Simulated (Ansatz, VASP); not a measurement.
# Ge (Germanium) in two plane-wave programs, part 2 of 3

Aim: how closely do two programs agree when they are given the same cell, functional and k mesh? The cell is taken from a series of runs on this material, whose earlier steps may have relaxed, scaled, displaced or heated it; both programs get it as it stands.

VASP 6.6.1 and Ansatz 0.2.0.

So far: Starting point; Ansatz: zone-centre phonons, LDA.

This is not the structure that Ge takes at ambient pressure and room temperature (diamond type); it is a model or a phase of other conditions.

**3. VASP: zone-centre phonons, LDA**

Level of this step: LDA; plane waves and PAW (Ge_d) (VASP).

The same cell, functional (in two slightly different forms), mesh and smearing now go to VASP, with its own data sets.

Lines of VASP's logs that name or quote its potential files are left out, and so is its time.

The input, INCAR:

```
SYSTEM = Ge
PREC = Accurate
ENCUT = 500
EDIFF = 1E-08
NELM = 120
ISMEAR = 0
SIGMA = 0.015
LREAL = .FALSE.
ALGO = Normal
GGA = CA
NBANDS = 20
LORBIT = 11
LWAVE = .FALSE.
LCHARG = .FALSE.
ISIF = 2
ISYM = 2
IBRION = 8
LASPH = .TRUE.
GGA_COMPAT = .FALSE.
KPAR = 2
```

The input, POSCAR:

```
Ge
1.0
    0.0000000000      2.8950649525      2.7448762911
    2.8950649525      0.0000000000      2.7448762911
    2.8950649525      2.8950649525      0.0000000000
Ge
2
Direct
    0.4999125049      0.4999125049      0.5000573079
    0.7500874951      0.7500874951      0.7499426921
```

The input, KPOINTS:

```
Points of the shifted mesh
1728
Reciprocal
 0.0416666667  0.0416666667  0.0416666667 1
 0.0416666667  0.0416666667  0.1250000000 1
 0.0416666667  0.0416666667  0.2083333333 1
 0.0416666667  0.0416666667  0.2916666667 1
 0.0416666667  0.0416666667  0.3750000000 1
 0.0416666667  0.0416666667  0.4583333333 1
 0.0416666667  0.0416666667  0.5416666667 1
 0.0416666667  0.0416666667  0.6250000000 1
 0.0416666667  0.0416666667  0.7083333333 1
 0.0416666667  0.0416666667  0.7916666667 1
 0.0416666667  0.0416666667  0.8750000000 1
 0.0416666667  0.0416666667  0.9583333333 1
 0.0416666667  0.1250000000  0.0416666667 1
 0.0416666667  0.1250000000  0.1250000000 1
 0.0416666667  0.1250000000  0.2083333333 1
 0.0416666667  0.1250000000  0.2916666667 1
 0.0416666667  0.1250000000  0.3750000000 1
 0.0416666667  0.1250000000  0.4583333333 1
 0.0416666667  0.1250000000  0.5416666667 1
 0.0416666667  0.1250000000  0.6250000000 1
 0.0416666667  0.1250000000  0.7083333333 1
 0.0416666667  0.1250000000  0.7916666667 1
 0.0416666667  0.1250000000  0.8750000000 1
 0.0416666667  0.1250000000  0.9583333333 1
 0.0416666667  0.2083333333  0.0416666667 1
 0.0416666667  0.2083333333  0.1250000000 1
 0.0416666667  0.2083333333  0.2083333333 1
 0.0416666667  0.2083333333  0.2916666667 1
 0.0416666667  0.2083333333  0.3750000000 1
 0.0416666667  0.2083333333  0.4583333333 1
 0.0416666667  0.2083333333  0.5416666667 1
 0.0416666667  0.2083333333  0.6250000000 1
 0.0416666667  0.2083333333  0.7083333333 1
 0.0416666667  0.2083333333  0.7916666667 1
 0.0416666667  0.2083333333  0.8750000000 1
 0.0416666667  0.2083333333  0.9583333333 1
 0.0416666667  0.2916666667  0.0416666667 1
 0.0416666667  0.2916666667  0.1250000000 1
 0.0416666667  0.2916666667  0.2083333333 1
 0.0416666667  0.2916666667  0.2916666667 1
 0.0416666667  0.2916666667  0.3750000000 1
 0.0416666667  0.2916666667  0.4583333333 1
 0.0416666667  0.2916666667  0.5416666667 1
 0.0416666667  0.2916666667  0.6250000000 1
 0.0416666667  0.2916666667  0.7083333333 1
 0.0416666667  0.2916666667  0.7916666667 1
 0.0416666667  0.2916666667  0.8750000000 1
 0.0416666667  0.2916666667  0.9583333333 1
 0.0416666667  0.3750000000  0.0416666667 1
 0.0416666667  0.3750000000  0.1250000000 1
 0.0416666667  0.3750000000  0.2083333333 1
 0.0416666667  0.3750000000  0.2916666667 1
 0.0416666667  0.3750000000  0.3750000000 1
 0.0416666667  0.3750000000  0.4583333333 1
 0.0416666667  0.3750000000  0.5416666667 1
 0.0416666667  0.3750000000  0.6250000000 1
 0.0416666667  0.3750000000  0.7083333333 1
 0.0416666667  0.3750000000  0.7916666667 1
 0.0416666667  0.3750000000  0.8750000000 1
 0.0416666667  0.3750000000  0.9583333333 1
 0.0416666667  0.4583333333  0.0416666667 1
 0.0416666667  0.4583333333  0.1250000000 1
 0.0416666667  0.4583333333  0.2083333333 1
 0.0416666667  0.4583333333  0.2916666667 1
 0.0416666667  0.4583333333  0.3750000000 1
 0.0416666667  0.4583333333  0.4583333333 1
 0.0416666667  0.4583333333  0.5416666667 1
 0.0416666667  0.4583333333  0.6250000000 1
 0.0416666667  0.4583333333  0.7083333333 1
 0.0416666667  0.4583333333  0.7916666667 1
 0.0416666667  0.4583333333  0.8750000000 1
 0.0416666667  0.4583333333  0.9583333333 1
 0.0416666667  0.5416666667  0.0416666667 1
 0.0416666667  0.5416666667  0.1250000000 1
 0.0416666667  0.5416666667  0.2083333333 1
 0.0416666667  0.5416666667  0.2916666667 1
 0.0416666667  0.5416666667  0.3750000000 1
 0.0416666667  0.5416666667  0.4583333333 1
 0.0416666667  0.5416666667  0.5416666667 1
 0.0416666667  0.5416666667  0.6250000000 1
 0.0416666667  0.5416666667  0.7083333333 1
 0.0416666667  0.5416666667  0.7916666667 1
 0.0416666667  0.5416666667  0.8750000000 1
 0.0416666667  0.5416666667  0.9583333333 1
 0.0416666667  0.6250000000  0.0416666667 1
 0.0416666667  0.6250000000  0.1250000000 1
 0.0416666667  0.6250000000  0.2083333333 1
 0.0416666667  0.6250000000  0.2916666667 1
 0.0416666667  0.6250000000  0.3750000000 1
 0.0416666667  0.6250000000  0.4583333333 1
 0.0416666667  0.6250000000  0.5416666667 1
 0.0416666667  0.6250000000  0.6250000000 1
 0.0416666667  0.6250000000  0.7083333333 1
 0.0416666667  0.6250000000  0.7916666667 1
 0.0416666667  0.6250000000  0.8750000000 1
 0.0416666667  0.6250000000  0.9583333333 1
 0.0416666667  0.7083333333  0.0416666667 1
 0.0416666667  0.7083333333  0.1250000000 1
 0.0416666667  0.7083333333  0.2083333333 1
 0.0416666667  0.7083333333  0.2916666667 1
 0.0416666667  0.7083333333  0.3750000000 1
 0.0416666667  0.7083333333  0.4583333333 1
 0.0416666667  0.7083333333  0.5416666667 1
 0.0416666667  0.7083333333  0.6250000000 1
 0.0416666667  0.7083333333  0.7083333333 1
 0.0416666667  0.7083333333  0.7916666667 1
 0.0416666667  0.7083333333  0.8750000000 1
 0.0416666667  0.7083333333  0.9583333333 1
 0.0416666667  0.7916666667  0.0416666667 1
 0.0416666667  0.7916666667  0.1250000000 1
 0.0416666667  0.7916666667  0.2083333333 1
 0.0416666667  0.7916666667  0.2916666667 1
[... 1390 lines left out ...]
 0.8750000000  0.4583333333  0.1250000000 1
 0.8750000000  0.4583333333  0.2083333333 1
 0.8750000000  0.4583333333  0.2916666667 1
 0.8750000000  0.4583333333  0.3750000000 1
 0.8750000000  0.4583333333  0.4583333333 1
 0.8750000000  0.4583333333  0.5416666667 1
 0.8750000000  0.4583333333  0.6250000000 1
 0.8750000000  0.4583333333  0.7083333333 1
 0.8750000000  0.4583333333  0.7916666667 1
 0.8750000000  0.4583333333  0.8750000000 1
 0.8750000000  0.4583333333  0.9583333333 1
 0.8750000000  0.5416666667  0.0416666667 1
 0.8750000000  0.5416666667  0.1250000000 1
 0.8750000000  0.5416666667  0.2083333333 1
 0.8750000000  0.5416666667  0.2916666667 1
 0.8750000000  0.5416666667  0.3750000000 1
 0.8750000000  0.5416666667  0.4583333333 1
 0.8750000000  0.5416666667  0.5416666667 1
 0.8750000000  0.5416666667  0.6250000000 1
 0.8750000000  0.5416666667  0.7083333333 1
 0.8750000000  0.5416666667  0.7916666667 1
 0.8750000000  0.5416666667  0.8750000000 1
 0.8750000000  0.5416666667  0.9583333333 1
 0.8750000000  0.6250000000  0.0416666667 1
 0.8750000000  0.6250000000  0.1250000000 1
 0.8750000000  0.6250000000  0.2083333333 1
 0.8750000000  0.6250000000  0.2916666667 1
 0.8750000000  0.6250000000  0.3750000000 1
 0.8750000000  0.6250000000  0.4583333333 1
 0.8750000000  0.6250000000  0.5416666667 1
 0.8750000000  0.6250000000  0.6250000000 1
 0.8750000000  0.6250000000  0.7083333333 1
 0.8750000000  0.6250000000  0.7916666667 1
 0.8750000000  0.6250000000  0.8750000000 1
 0.8750000000  0.6250000000  0.9583333333 1
 0.8750000000  0.7083333333  0.0416666667 1
 0.8750000000  0.7083333333  0.1250000000 1
 0.8750000000  0.7083333333  0.2083333333 1
 0.8750000000  0.7083333333  0.2916666667 1
 0.8750000000  0.7083333333  0.3750000000 1
 0.8750000000  0.7083333333  0.4583333333 1
 0.8750000000  0.7083333333  0.5416666667 1
 0.8750000000  0.7083333333  0.6250000000 1
 0.8750000000  0.7083333333  0.7083333333 1
 0.8750000000  0.7083333333  0.7916666667 1
 0.8750000000  0.7083333333  0.8750000000 1
 0.8750000000  0.7083333333  0.9583333333 1
 0.8750000000  0.7916666667  0.0416666667 1
 0.8750000000  0.7916666667  0.1250000000 1
 0.8750000000  0.7916666667  0.2083333333 1
 0.8750000000  0.7916666667  0.2916666667 1
 0.8750000000  0.7916666667  0.3750000000 1
 0.8750000000  0.7916666667  0.4583333333 1
 0.8750000000  0.7916666667  0.5416666667 1
 0.8750000000  0.7916666667  0.6250000000 1
 0.8750000000  0.7916666667  0.7083333333 1
 0.8750000000  0.7916666667  0.7916666667 1
 0.8750000000  0.7916666667  0.8750000000 1
 0.8750000000  0.7916666667  0.9583333333 1
 0.8750000000  0.8750000000  0.0416666667 1
 0.8750000000  0.8750000000  0.1250000000 1
 0.8750000000  0.8750000000  0.2083333333 1
 0.8750000000  0.8750000000  0.2916666667 1
 0.8750000000  0.8750000000  0.3750000000 1
 0.8750000000  0.8750000000  0.4583333333 1
 0.8750000000  0.8750000000  0.5416666667 1
 0.8750000000  0.8750000000  0.6250000000 1
 0.8750000000  0.8750000000  0.7083333333 1
 0.8750000000  0.8750000000  0.7916666667 1
 0.8750000000  0.8750000000  0.8750000000 1
 0.8750000000  0.8750000000  0.9583333333 1
 0.8750000000  0.9583333333  0.0416666667 1
 0.8750000000  0.9583333333  0.1250000000 1
 0.8750000000  0.9583333333  0.2083333333 1
 0.8750000000  0.9583333333  0.2916666667 1
 0.8750000000  0.9583333333  0.3750000000 1
 0.8750000000  0.9583333333  0.4583333333 1
 0.8750000000  0.9583333333  0.5416666667 1
 0.8750000000  0.9583333333  0.6250000000 1
 0.8750000000  0.9583333333  0.7083333333 1
 0.8750000000  0.9583333333  0.7916666667 1
 0.8750000000  0.9583333333  0.8750000000 1
 0.8750000000  0.9583333333  0.9583333333 1
 0.9583333333  0.0416666667  0.0416666667 1
 0.9583333333  0.0416666667  0.1250000000 1
 0.9583333333  0.0416666667  0.2083333333 1
 0.9583333333  0.0416666667  0.2916666667 1
 0.9583333333  0.0416666667  0.3750000000 1
 0.9583333333  0.0416666667  0.4583333333 1
 0.9583333333  0.0416666667  0.5416666667 1
 0.9583333333  0.0416666667  0.6250000000 1
 0.9583333333  0.0416666667  0.7083333333 1
 0.9583333333  0.0416666667  0.7916666667 1
 0.9583333333  0.0416666667  0.8750000000 1
 0.9583333333  0.0416666667  0.9583333333 1
 0.9583333333  0.1250000000  0.0416666667 1
 0.9583333333  0.1250000000  0.1250000000 1
 0.9583333333  0.1250000000  0.2083333333 1
 0.9583333333  0.1250000000  0.2916666667 1
 0.9583333333  0.1250000000  0.3750000000 1
 0.9583333333  0.1250000000  0.4583333333 1
 0.9583333333  0.1250000000  0.5416666667 1
 0.9583333333  0.1250000000  0.6250000000 1
 0.9583333333  0.1250000000  0.7083333333 1
 0.9583333333  0.1250000000  0.7916666667 1
 0.9583333333  0.1250000000  0.8750000000 1
 0.9583333333  0.1250000000  0.9583333333 1
 0.9583333333  0.2083333333  0.0416666667 1
 0.9583333333  0.2083333333  0.1250000000 1
 0.9583333333  0.2083333333  0.2083333333 1
 0.9583333333  0.2083333333  0.2916666667 1
 0.9583333333  0.2083333333  0.3750000000 1
 0.9583333333  0.2083333333  0.4583333333 1
 0.9583333333  0.2083333333  0.5416666667 1
 0.9583333333  0.2083333333  0.6250000000 1
 0.9583333333  0.2083333333  0.7083333333 1
 0.9583333333  0.2083333333  0.7916666667 1
 0.9583333333  0.2083333333  0.8750000000 1
 0.9583333333  0.2083333333  0.9583333333 1
 0.9583333333  0.2916666667  0.0416666667 1
 0.9583333333  0.2916666667  0.1250000000 1
 0.9583333333  0.2916666667  0.2083333333 1
 0.9583333333  0.2916666667  0.2916666667 1
 0.9583333333  0.2916666667  0.3750000000 1
 0.9583333333  0.2916666667  0.4583333333 1
 0.9583333333  0.2916666667  0.5416666667 1
 0.9583333333  0.2916666667  0.6250000000 1
 0.9583333333  0.2916666667  0.7083333333 1
 0.9583333333  0.2916666667  0.7916666667 1
 0.9583333333  0.2916666667  0.8750000000 1
 0.9583333333  0.2916666667  0.9583333333 1
 0.9583333333  0.3750000000  0.0416666667 1
 0.9583333333  0.3750000000  0.1250000000 1
 0.9583333333  0.3750000000  0.2083333333 1
 0.9583333333  0.3750000000  0.2916666667 1
 0.9583333333  0.3750000000  0.3750000000 1
 0.9583333333  0.3750000000  0.4583333333 1
 0.9583333333  0.3750000000  0.5416666667 1
 0.9583333333  0.3750000000  0.6250000000 1
 0.9583333333  0.3750000000  0.7083333333 1
 0.9583333333  0.3750000000  0.7916666667 1
 0.9583333333  0.3750000000  0.8750000000 1
 0.9583333333  0.3750000000  0.9583333333 1
 0.9583333333  0.4583333333  0.0416666667 1
 0.9583333333  0.4583333333  0.1250000000 1
 0.9583333333  0.4583333333  0.2083333333 1
 0.9583333333  0.4583333333  0.2916666667 1
 0.9583333333  0.4583333333  0.3750000000 1
 0.9583333333  0.4583333333  0.4583333333 1
 0.9583333333  0.4583333333  0.5416666667 1
 0.9583333333  0.4583333333  0.6250000000 1
 0.9583333333  0.4583333333  0.7083333333 1
 0.9583333333  0.4583333333  0.7916666667 1
 0.9583333333  0.4583333333  0.8750000000 1
 0.9583333333  0.4583333333  0.9583333333 1
 0.9583333333  0.5416666667  0.0416666667 1
 0.9583333333  0.5416666667  0.1250000000 1
 0.9583333333  0.5416666667  0.2083333333 1
 0.9583333333  0.5416666667  0.2916666667 1
 0.9583333333  0.5416666667  0.3750000000 1
 0.9583333333  0.5416666667  0.4583333333 1
 0.9583333333  0.5416666667  0.5416666667 1
 0.9583333333  0.5416666667  0.6250000000 1
 0.9583333333  0.5416666667  0.7083333333 1
 0.9583333333  0.5416666667  0.7916666667 1
 0.9583333333  0.5416666667  0.8750000000 1
 0.9583333333  0.5416666667  0.9583333333 1
 0.9583333333  0.6250000000  0.0416666667 1
 0.9583333333  0.6250000000  0.1250000000 1
 0.9583333333  0.6250000000  0.2083333333 1
 0.9583333333  0.6250000000  0.2916666667 1
 0.9583333333  0.6250000000  0.3750000000 1
 0.9583333333  0.6250000000  0.4583333333 1
 0.9583333333  0.6250000000  0.5416666667 1
 0.9583333333  0.6250000000  0.6250000000 1
 0.9583333333  0.6250000000  0.7083333333 1
 0.9583333333  0.6250000000  0.7916666667 1
 0.9583333333  0.6250000000  0.8750000000 1
 0.9583333333  0.6250000000  0.9583333333 1
 0.9583333333  0.7083333333  0.0416666667 1
 0.9583333333  0.7083333333  0.1250000000 1
 0.9583333333  0.7083333333  0.2083333333 1
 0.9583333333  0.7083333333  0.2916666667 1
 0.9583333333  0.7083333333  0.3750000000 1
 0.9583333333  0.7083333333  0.4583333333 1
 0.9583333333  0.7083333333  0.5416666667 1
 0.9583333333  0.7083333333  0.6250000000 1
 0.9583333333  0.7083333333  0.7083333333 1
 0.9583333333  0.7083333333  0.7916666667 1
 0.9583333333  0.7083333333  0.8750000000 1
 0.9583333333  0.7083333333  0.9583333333 1
 0.9583333333  0.7916666667  0.0416666667 1
 0.9583333333  0.7916666667  0.1250000000 1
 0.9583333333  0.7916666667  0.2083333333 1
 0.9583333333  0.7916666667  0.2916666667 1
 0.9583333333  0.7916666667  0.3750000000 1
 0.9583333333  0.7916666667  0.4583333333 1
 0.9583333333  0.7916666667  0.5416666667 1
 0.9583333333  0.7916666667  0.6250000000 1
 0.9583333333  0.7916666667  0.7083333333 1
 0.9583333333  0.7916666667  0.7916666667 1
 0.9583333333  0.7916666667  0.8750000000 1
 0.9583333333  0.7916666667  0.9583333333 1
 0.9583333333  0.8750000000  0.0416666667 1
 0.9583333333  0.8750000000  0.1250000000 1
 0.9583333333  0.8750000000  0.2083333333 1
 0.9583333333  0.8750000000  0.2916666667 1
 0.9583333333  0.8750000000  0.3750000000 1
 0.9583333333  0.8750000000  0.4583333333 1
 0.9583333333  0.8750000000  0.5416666667 1
 0.9583333333  0.8750000000  0.6250000000 1
 0.9583333333  0.8750000000  0.7083333333 1
 0.9583333333  0.8750000000  0.7916666667 1
 0.9583333333  0.8750000000  0.8750000000 1
 0.9583333333  0.8750000000  0.9583333333 1
 0.9583333333  0.9583333333  0.0416666667 1
 0.9583333333  0.9583333333  0.1250000000 1
 0.9583333333  0.9583333333  0.2083333333 1
 0.9583333333  0.9583333333  0.2916666667 1
 0.9583333333  0.9583333333  0.3750000000 1
 0.9583333333  0.9583333333  0.4583333333 1
 0.9583333333  0.9583333333  0.5416666667 1
 0.9583333333  0.9583333333  0.6250000000 1
 0.9583333333  0.9583333333  0.7083333333 1
 0.9583333333  0.9583333333  0.7916666667 1
 0.9583333333  0.9583333333  0.8750000000 1
 0.9583333333  0.9583333333  0.9583333333 1
```

Potentials, in the order of the species: Ge_d (LDA family, release 64).

Launch:

```bash
$ mpirun -np 2 vasp_std
```

Output:

```text
[banner, memory and clock lines left out]
running    2 mpi-ranks, on    1 nodes
 distrk:  each k-point on    1 cores,    2 groups
 distr:  one band on    1 cores,    1 groups

 POSCAR found type information on POSCAR Ge
 POSCAR found :  1 types and       2 ions
 LDA part: xc-table for (Slater(with rela. corr.)+CA(PZ))
 , standard interpolation
 POSCAR, INCAR and KPOINTS ok, starting setup
 FFT: planning ... GRIDC
 FFT: planning ... GRID_SOFT
 FFT: planning ... GRID
 WAVECAR not read
 entering main loop
       N       E                     dE             d eps       ncg     rms          rms(c)
DAV:   1     0.183475236858E+03    0.18348E+03   -0.14735E+04 74252   0.366E+03
DAV:   2     0.151654027748E+02   -0.16831E+03   -0.16388E+03 69244   0.583E+02
DAV:   3    -0.971343736297E+01   -0.24879E+02   -0.24698E+02 77928   0.144E+02
DAV:   4    -0.105159158630E+02   -0.80248E+00   -0.80192E+00 77776   0.304E+01
DAV:   5    -0.105291475595E+02   -0.13232E-01   -0.13231E-01 77244   0.425E+00    0.320E+00
DAV:   6    -0.104185195110E+02    0.11063E+00   -0.36337E-02 77052   0.174E+00    0.183E+00
DAV:   7    -0.103626367574E+02    0.55883E-01   -0.73090E-02 71752   0.209E+00    0.136E-01
DAV:   8    -0.103632824492E+02   -0.64569E-03   -0.54801E-03 78904   0.907E-01    0.492E-02
DAV:   9    -0.103633290009E+02   -0.46552E-04   -0.86002E-05 77708   0.945E-02    0.127E-02
DAV:  10    -0.103633256041E+02    0.33968E-05   -0.98550E-06 94068   0.470E-02    0.417E-03
DAV:  11    -0.103633255839E+02    0.20210E-07   -0.92935E-07 73236   0.878E-03    0.172E-03
DAV:  12    -0.103633255790E+02    0.48740E-08   -0.76716E-08 82228   0.330E-03
   1 F= -.10363326E+02 E0= -.10363326E+02  d E =-.552605E-07
 Linear response reoptimize wavefunctions to high precision
DAV:   1    -0.103633255786E+02    0.43201E-09   -0.50786E-09 67296   0.692E-04
DAV:   2    -0.103633255786E+02   -0.43656E-10   -0.43211E-10 44224   0.225E-04
 Linear response DOF=           2
 Linear response progress:
  Degree of freedom:   1/  2
       N       E                     dE             d eps       ncg     rms          rms(c)
RMM:   1    -0.188490026231E+00   -0.18849E+00    0.82671E+00 85139   0.442E+01
RMM:   2    -0.195894266371E+00   -0.74042E-02   -0.12820E-02111136   0.107E+00    0.732E-02
RMM:   3    -0.195934966553E+00   -0.40700E-04   -0.96817E-04118595   0.325E-01    0.420E-02
RMM:   4    -0.195862182903E+00    0.72784E-04   -0.63551E-05125959   0.829E-02    0.475E-03
RMM:   5    -0.195867781077E+00   -0.55982E-05   -0.49759E-06122317   0.199E-02    0.235E-03
RMM:   6    -0.195878765337E+00   -0.10984E-04   -0.22899E-07123141   0.539E-03    0.306E-04
RMM:   7    -0.195877887862E+00    0.87748E-06   -0.59579E-08127884   0.188E-03    0.209E-04
RMM:   8    -0.195877455432E+00    0.43243E-06   -0.30616E-09129018   0.654E-04    0.440E-05
RMM:   9    -0.195877309906E+00    0.14553E-06    0.39738E-09129392   0.297E-04    0.197E-05
RMM:  10    -0.195877466103E+00   -0.15620E-06   -0.84777E-09129430   0.142E-04    0.577E-06
RMM:  11    -0.195877467070E+00   -0.96628E-09   -0.14977E-08130419   0.798E-05    0.375E-06
 first order change of Fermi-energy   0.22098E+01
 force on displaced ion       1 direction 1 : -10.644  -0.101  -0.014
 Linear response progress:
  Degree of freedom:   2/  2
       N       E                     dE             d eps       ncg     rms          rms(c)
RMM:   1    -0.187977455425E+00   -0.18798E+00    0.85660E+00 84866   0.449E+01
RMM:   2    -0.195434347602E+00   -0.74569E-02   -0.13250E-02112345   0.107E+00    0.698E-02
RMM:   3    -0.195451680863E+00   -0.17333E-04   -0.88537E-04117741   0.308E-01    0.400E-02
RMM:   4    -0.195370784788E+00    0.80896E-04   -0.65827E-05126568   0.826E-02    0.503E-03
RMM:   5    -0.195376424034E+00   -0.56392E-05   -0.43423E-06122500   0.191E-02    0.226E-03
RMM:   6    -0.195386483681E+00   -0.10060E-04   -0.27395E-07124436   0.530E-03    0.361E-04
RMM:   7    -0.195386194557E+00    0.28912E-06   -0.48090E-08127784   0.172E-03    0.222E-04
RMM:   8    -0.195386078080E+00    0.11648E-06   -0.75683E-09129657   0.601E-04    0.432E-05
RMM:   9    -0.195385905719E+00    0.17236E-06   -0.27686E-09127728   0.271E-04    0.157E-05
RMM:  10    -0.195385992875E+00   -0.87156E-07   -0.76784E-09129811   0.128E-04    0.580E-06
RMM:  11    -0.195386015206E+00   -0.22331E-07   -0.17760E-08132853   0.722E-05    0.248E-06
RMM:  12    -0.195386032254E+00   -0.17048E-07   -0.14224E-08145657   0.476E-05    0.170E-06
RMM:  13    -0.195386048097E+00   -0.15842E-07   -0.20172E-09148915   0.367E-05    0.245E-07
RMM:  14    -0.195386047977E+00    0.11993E-09   -0.18561E-09134390   0.310E-05    0.132E-07
 first order change of Fermi-energy  -0.14766E+00
 force on displaced ion       1 direction 3 :  -0.015  -0.015 -10.566
 Linear response finished
```

[end of part 2 of 3]

[Lines on the potential files, build, host, timing and source positions are cut from VASP's logs without a mark.]

[Logs are printed without paths, hosts, clocks, repeated set-up lines and the standing remarks that a program may print on its own settings, such as how far it seeks lower states.]

[Hosts, paths, dates, database ids (printed as entryN), source tags and the programs' standing remarks are cut or masked in the printed files.]
